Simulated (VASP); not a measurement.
# SiF: single point with HSE(alpha, omega)

Crystal: SiF.

```
Si F
1.0
     3.02860    0.00000    0.00000
     0.00000    3.02860    0.00000
     0.00000    0.00000    3.02860
Si F
1 1
Direct
  0.50000 0.50000 0.50000
  0.00000 0.00000 0.00000
```

The cell was built by a generator and needn't be a form met in nature.

```
Program                            : VASP 6.6.1
Task                               : single point
Functional                         : HSE(alpha, omega)
Potentials or basis                : VASP PAW PBE potentials, release 64 (Si, F)
Cutoff                             : 520 eV
k mesh                             : 5 × 5 × 5
Occupations                        : fermi-dirac, width 0.05 eV
Spin                               : no spin polarisation
Screening parameter                : 0.1
Grid for exact exchange (PRECFOCK) : Fast
Further INCAR settings             : ALGO = Normal; EDIFF = 1e-07; NBANDS = 12
```

```yaml
Pressure: -2.3 GPa
Band_gap_on_the_k_mesh: none (metal or under the smearing width)
```

Levels at points of the mesh, in eV from the Fermi level:
```
           k point  band 2  band 3  band 4  band 5  band 6  band 7  band 8  band 9
(0.00, 0.00, 0.00)  -10.28   -6.55   -6.55   -6.55    6.35    6.35    6.35    6.87
```

Wall time 65 s on 1 thread of AMD EPYC 9R45 96-Core Processor (Zen 5), with other jobs on the host, peak memory 0.2 GiB.

Caveat: the k mesh is coarse (spacing up to 0.41 Å⁻¹), so the values aren't converged, least of all with exact exchange; the PAW data sets were made with another functional, which shifts forces and pressure a little; an odd number of electrons without spin polarisation forces a metal; a magnetic or distorted state may lie lower.
